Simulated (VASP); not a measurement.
An input for Quantum ESPRESSO's pw.x (written as the equivalent of a VASP run, and not itself run):

```
&CONTROL
  calculation = 'scf'
  pseudo_dir = './pseudo'
  outdir = './out'
  tprnfor = .true.
  tstress = .true.
/
&SYSTEM
  ibrav = 0
  nat = 1
  ntyp = 1
  ecutwfc = 56.6
  occupations = 'smearing'
  smearing = 'methfessel-paxton'
  degauss = 0.00735
  input_dft = 'pbesol'
/
&ELECTRONS
  conv_thr = 7.3e-09
  electron_maxstep = 100
/
ATOMIC_SPECIES
  Ba 137.327 Ba.upf
CELL_PARAMETERS angstrom
    -2.4352464    2.4352464    2.4352464
     2.4352464   -2.4352464    2.4352464
     2.4352464    2.4352464   -2.4352464
ATOMIC_POSITIONS crystal
  Ba   0.0000000  0.0000000  0.0000000
K_POINTS automatic
  10 10 10 0 0 0
```

### Question
Write the VASP files for the same calculation (PBEsol).

### Answer
One answer among several that fit: 
INCAR:
```
ISMEAR  =  1
ALGO  =  Normal   ! blocked Davidson
LCHARG  =  .False.
SYSTEM  =  Ba
LMAXMIX  =  4   ! l cut-off of mixed one-centre charges
LASPH  =  .True.   ! aspherical one-centre terms
SIGMA  =  0.1
NELM  =  100   ! most electronic steps
LREAL  =  .False.
ENCUT  =  480   ! plane-wave cut-off (eV)
LWAVE  =  .False.
GGA  =  PS   ! PBEsol
ISIF  =  2
PREC  =  Accurate
EDIFF  =  1E-7   ! SCF stop (eV)
```

File KPOINTS:
```
Automatic mesh
0
Gamma
10 10 10
0 0 0
```

### POSCAR
```
Ba
1
   -2.4352463869     2.4352463869     2.4352463869
    2.4352463869    -2.4352463869     2.4352463869
    2.4352463869     2.4352463869    -2.4352463869
Ba
1
Direct
  0.0000000000   0.0000000000   0.0000000000
```

POTCAR, in this order: Ba_sv (PBE.64 set). Program: vasp_std.

Limits of the translation: the potentials are each code's own (VASP's PAW set, PseudoDojo norm-conserving files in pw.x), so ENCUT and ecutwfc are chosen apart and not converted; conv_thr bounds pw.x's estimated SCF error, while EDIFF bounds the energy change between steps.

The compound is Ba in the bcc structure. This cell was strained or had an atom moved on purpose.
